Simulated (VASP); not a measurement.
Here is the system:

```xyz
3
Lattice="2.2320 -3.8660 0.0000 2.2320 3.8660 0.0000 0.0000 0.0000 6.8056" Properties=species:S:1:pos:R:3 pbc="T T T"
Pb     0.0000     0.0000     0.0000
I      2.2320     1.2887     1.8695
I      2.2320    -1.2887     4.9361
```

Method: LDA (Ceperley-Alder, Perdew-Zunger), VASP's LDA PAW potentials (set 64) (plane waves; VASP). Settings: 520 eV cut-off, Gaussian smearing of 0.050 eV, potentials Pb_d I.

Unless said otherwise, spin-orbit coupling is left out, though it shifts the bands of the heavy elements here.

Q: Give the energies of bands 8 to 17 at the high-symmetry points, in eV from the valence-band maximum.

A: 
| band | Γ | M | K | A | L | H |
|---|---|---|---|---|---|---|
| 8 | -7.30 | -7.74 | -7.85 | -7.00 | -7.79 | -7.82 |
| 9 | -1.47 | -3.34 | -2.85 | -2.45 | -3.93 | -3.49 |
| 10 | -1.21 | -2.92 | -2.85 | -1.41 | -2.11 | -3.49 |
| 11 | -1.21 | -2.43 | -2.68 | -1.41 | -2.05 | -3.17 |
| 12 | -1.17 | -2.11 | -2.11 | -0.91 | -1.76 | -0.95 |
| 13 | -1.17 | -0.95 | -2.11 | -0.91 | -1.48 | -0.95 |
| 14 | -0.95 | -0.48 | -1.10 | 0.00 | -0.87 | -0.22 |
| 15 | 2.23 | 2.48 | 4.09 | 1.90 | 2.81 | 2.90 |
| 16 | 3.15 | 3.33 | 4.09 | 2.90 | 3.41 | 2.90 |
| 17 | 3.15 | 4.48 | 4.48 | 2.90 | 3.96 | 3.84 |

The gap is direct, 1.90 eV, from the valence maximum at A to the conduction minimum at A.

Measured: gap 2.40 eV (computed value off by -0.50 eV), as given by Wikipedia, List of semiconductor materials.

The compound is PbI2 in the 1T layered structure. It was relaxed first, which changed the volume by -7 %.
